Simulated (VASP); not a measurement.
Computed with PBEsol GGA, VASP's PBE PAW potentials (set 64) (plane waves; VASP 6.6.1).

A VASP calculation is set up with these files.

KPOINTS:
```
K-points
0
G
 5 5 5
0 0 0
```

### INCAR
```
SYSTEM = Gd(SiOs)2
PREC = Accurate
ENCUT = 300
EDIFF = 1E-6
NELM = 100
ALGO = Normal
LREAL = .FALSE.
LASPH = .TRUE.
ISMEAR = 0
SIGMA = 0.272
GGA = PS
LMAXMIX = 6
LWAVE = .FALSE.
LCHARG = .FALSE.
ISIF = 2
ISPIN = 2
LORBIT = 11
```

**POSCAR**
```
Gd(SiOs)2
5.6632990
 -0.3691964701   0.3691964701   0.8528703853
  0.3691964701  -0.3691964701   0.8528703853
  0.3691964701   0.3691964701  -0.8528703853
Gd Si Os
1 2 2
Cartesian
  0.0017248859  -0.0026205565  -0.0016852719
 -0.0032611124   0.0079572915   1.0759190185
 -0.0002857581  -0.0038152763   0.6235625363
 -0.0001513706   0.3695745273   0.4355523771
  0.3711705636  -0.0019002542   0.4252624959
```

POTCAR, in this order: Gd Si Os (PBE.64 set). Program: vasp_std. The INCAR's line for the spin-polarised start is left out here.

At this cut-off the stress carries a Pulay error, which pulls relaxed volumes low. The run has a spin-polarised start. Unless said otherwise, spin-orbit coupling is left out, though it shifts the bands of the heavy elements here.

**Question.** Predict the energy per atom (σ→0), cell moment, pressure, largest force, band gap (on the k-mesh).

**Answer.** 
```yaml
energy per atom (σ→0): -10.308 eV/atom
cell_moment: 7.09 μB
band gap (on the k-mesh): none (metal, semimetal or under 0.01 eV)
pressure: -2.04 GPa
largest_force: 1.012 eV/Å
```

**OSZICAR**
```
...
DAV:  52    -0.515861723859E+02    0.65526E-04   -0.26475E-05 10348   0.146E-01    0.330E-01
DAV:  53    -0.515860734652E+02    0.98921E-04   -0.97869E-05 10354   0.291E-01    0.285E-01
DAV:  54    -0.515860330547E+02    0.40410E-04   -0.63011E-05 12160   0.191E-01    0.196E-01
DAV:  55    -0.515860258119E+02    0.72428E-05   -0.30105E-05 13563   0.628E-02    0.889E-02
DAV:  56    -0.515860074488E+02    0.18363E-04   -0.10358E-04  9879   0.308E-01    0.955E-02
DAV:  57    -0.515860092798E+02   -0.18310E-05   -0.18612E-05 10005   0.195E-02    0.608E-02
DAV:  58    -0.515860091255E+02    0.15431E-06   -0.43319E-07  5566   0.665E-03
   1 F= -.51586009E+02 E0= -.51541228E+02  d E =-.895631E-01  mag=     7.0862
```

The structure comes from a computed database's GdOs2Si2 entry (I4/mmm); how it stands against other phases isn't given here. The cell was not relaxed at this level, atoms are displaced from their ideal sites. The k-mesh is coarse (spacing up to 0.42 per Å, 2π included), so the numbers may not be converged in it.
